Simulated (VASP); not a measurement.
OSZICAR of a VASP run on Ir (fcc):

### OSZICAR
```
       N       E                     dE             d eps       ncg     rms          rms(c)
DAV:   1    -0.196340103978E+01   -0.19634E+01   -0.46485E+03  1960   0.106E+03
DAV:   2    -0.539476569231E+02   -0.51984E+02   -0.50019E+02  1928   0.210E+02
DAV:   3    -0.545899323374E+02   -0.64228E+00   -0.63982E+00  2888   0.319E+01
DAV:   4    -0.545937746593E+02   -0.38423E-02   -0.38413E-02  2416   0.165E+00
DAV:   5    -0.545938153083E+02   -0.40649E-04   -0.40648E-04  2888   0.109E-01    0.160E+01
DAV:   6    -0.517895754650E+02    0.28042E+01   -0.26659E+00  2176   0.207E+01    0.524E+00
DAV:   7    -0.521153647448E+02   -0.32579E+00   -0.25970E-01  1920   0.546E+00    0.345E+00
DAV:   8    -0.519537555360E+02    0.16161E+00   -0.32452E-01  1952   0.449E+00    0.112E+00
DAV:   9    -0.522395704759E+02   -0.28581E+00   -0.95121E-02  1920   0.234E+00    0.323E-01
DAV:  10    -0.522461040270E+02   -0.65336E-02   -0.45445E-03  2264   0.611E-01    0.906E-02
DAV:  11    -0.522429403892E+02    0.31636E-02   -0.24170E-03  2128   0.530E-01    0.128E-01
DAV:  12    -0.522464898313E+02   -0.35494E-02   -0.17547E-03  2096   0.375E-01    0.132E-02
DAV:  13    -0.522467359038E+02   -0.24607E-03   -0.30029E-04  2488   0.147E-01    0.178E-02
DAV:  14    -0.522467376009E+02   -0.16971E-05   -0.38592E-06  2336   0.208E-02    0.115E-02
DAV:  15    -0.522467381073E+02   -0.50643E-06   -0.24746E-06  2344   0.172E-02
   1 F= -.52246738E+02 E0= -.52246593E+02  d E =-.522467E+02
       N       E                     dE             d eps       ncg     rms          rms(c)
DAV:   1    -0.522638802629E+02   -0.17143E-01   -0.98764E-01  2064   0.165E+01    0.129E+00
DAV:   2    -0.522412977568E+02    0.22583E-01   -0.69169E-02  2104   0.327E+00    0.469E-01
DAV:   3    -0.522405084300E+02    0.78933E-03   -0.65848E-03  2224   0.118E+00    0.288E-01
DAV:   4    -0.522410242419E+02   -0.51581E-03   -0.25060E-03  2032   0.368E-01    0.924E-02
DAV:   5    -0.522413672488E+02   -0.34301E-03   -0.31163E-04  2360   0.208E-01    0.169E-02
DAV:   6    -0.522413636330E+02    0.36157E-05   -0.10705E-05  2616   0.348E-02    0.490E-03
DAV:   7    -0.522413737444E+02   -0.10111E-04   -0.42894E-06  1920   0.320E-02    0.190E-03
DAV:   8    -0.522413720220E+02    0.17223E-05   -0.20496E-06  1952   0.205E-02    0.427E-04
DAV:   9    -0.522413732619E+02   -0.12398E-05   -0.47333E-08   976   0.257E-03    0.299E-04
DAV:  10    -0.522413725852E+02    0.67664E-06   -0.17895E-08   984   0.229E-03
   2 F= -.52241373E+02 E0= -.52241225E+02  d E =0.536552E-02
       N       E                     dE             d eps       ncg     rms          rms(c)
DAV:   1    -0.522614503982E+02   -0.20077E-01   -0.63355E-01  2064   0.132E+01    0.114E+00
DAV:   2    -0.522470408871E+02    0.14410E-01   -0.42078E-02  2096   0.260E+00    0.336E-01
DAV:   3    -0.522465618409E+02    0.47905E-03   -0.42109E-03  2240   0.956E-01    0.193E-01
DAV:   4    -0.522470327994E+02   -0.47096E-03   -0.27076E-04  2224   0.124E-01    0.131E-01
DAV:   5    -0.522470638556E+02   -0.31056E-04   -0.14625E-04  2744   0.906E-02    0.138E-02
DAV:   6    -0.522470965345E+02   -0.32679E-04   -0.20897E-05  2056   0.462E-02    0.289E-03
DAV:   7    -0.522470947643E+02    0.17703E-05   -0.24133E-06  1920   0.221E-02    0.177E-03
DAV:   8    -0.522470964958E+02   -0.17315E-05   -0.51264E-07   992   0.739E-03    0.846E-04
DAV:   9    -0.522470959610E+02    0.53487E-06   -0.74865E-08   960   0.418E-03
   3 F= -.52247096E+02 E0= -.52246951E+02  d E =-.357854E-03
```

Problem. Which electronic solver shows in the log?

Solution. It is blocked Davidson (ALGO = Normal, or the opening steps of other solvers). The INCAR had ALGO = Normal.

Problem. Can the final energy be trusted as converged?

Solution. Self-consistency was reached. It stopped with EDIFF = 1E-6, NELM = 100, NSW = 60 and EDIFFG = -0.01 after 3 ionic steps (r2SCAN+rVV10, plane waves, VASP's PBE PAW potentials (set 64)).

The compound is Ir in the fcc structure. This run relaxes it. Symmetry was kept, so distortions that lower it aren't found.
